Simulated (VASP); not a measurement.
Consider the following.

```xyz
2
Lattice="0.0000 2.6306 2.6306 2.6306 0.0000 2.6306 2.6306 2.6306 0.0000" Properties=species:S:1:pos:R:3 pbc="T T T"
Sr     0.0000     0.0000     0.0000
O      2.6306     2.6306     2.6306
```

All values below come from PBE GGA with D3 dispersion (Becke-Johnson damping), VASP's PBE PAW potentials (set 64) (plane waves; VASP). Numerical set-up: 520 eV cut-off, 9×9×9 Γ-centred mesh, Gaussian smearing of 0.050 eV, potentials Sr_sv O.

Task: Give the stress tensor in GPa (positive for a compressed cell).

Result: 
```
-4.60   0.00   0.00
 0.00  -4.60   0.00
 0.00   0.00  -4.60
```
The pressure is its mean diagonal, -4.60 GPa.

The compound is SrO in the rock salt structure. This cell is one point of a volume scan, at 1.06 of the reference volume.
